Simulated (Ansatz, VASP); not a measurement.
Given: the input of a run of VASP 6.6.1 on NbTe. The cell comes from a database or a generator and needn't be the stable form of this composition.

Contents of INCAR:

```
SYSTEM = NbTe
PREC = Accurate
ENCUT = 520
EDIFF = 1E-7
ISMEAR = -1
SIGMA = 0.05
LREAL = .FALSE.
LASPH = .TRUE.
NELM = 60
ALGO = Normal
ISIF = 2
LWAVE = .FALSE.
LCHARG = .FALSE.
GGA = PE
NBANDS = 16
```

File KPOINTS:

```
Automatic mesh
0
G
  8 8 7
  0 0 0
```

File POSCAR:

```
NbTe
1.0
    3.7029743866      0.0000000000      0.0000000000
   -1.8514871933      3.2068698884      0.0000000000
    0.0000000000      0.0000000000      3.6942110000
Te Nb
1 1
Direct
    0.6666666667      0.3333333333      0.0000000000
    0.0000000000      0.0000000000      0.5000000000
```

Potentials or basis: VASP PAW PBE potentials, release 64 (Te, Nb_sv).

Run with:

```bash
$ cat potpaw_PBE.64/Te/POTCAR potpaw_PBE.64/Nb_sv/POTCAR > POTCAR
$ mpirun -np 1 vasp_std > vasp.out
```

What does the same run look like in Ansatz 0.2.0? Potentials or basis there: Ansatz PAW, cutoff 420 eV.

As run (cutoffs and basis follow the program's own potentials, and thresholds, step limits or extra output files can differ):

Contents of input.yaml:

```yaml
crystal:
  lattice:
    - [3.7029743866, 0.0, 0.0]
    - [-1.8514871933, 3.2068698884, 0.0]
    - [0.0, 0.0, 3.694211]
  atoms:
    - { symbol: Te, position: [0.6666666667, 0.3333333333, 0.0] }
    - { symbol: Nb, position: [0.0, 0.0, 0.5] }
hamiltonian:
  xc: pbe
  pseudopotentials: { kind: paw }
kpoints:
  mp_grid: { grid: [8, 8, 7] }
scf:
  occupations: { method: fermi_dirac, width: 0.05 }
output:
  forces: true
  stress: true
  eigenvalues: true
```

Potentials or basis: Ansatz PAW.

Run with:

```sh
$ ansatz run input.yaml --threads 2 --pin off --max-ram 5120MiB --backend cpu --events-out ev --progress --plain --runs-dir out
```

Both were run:

|  | VASP | Ansatz |
| --- | --- | --- |
| Pressure | -0.8 GPa | -0.6 GPa |

Ansatz's pressure holds a Pulay term of +0.03 GPa for its cutoff of 420 eV, which the other run lacks.

The potentials hold 19 and 29 valence electrons a cell.

Where Ansatz's input types no cutoff or centring, it takes its own default and a Γ-centred mesh.

Pressure is positive in compression.
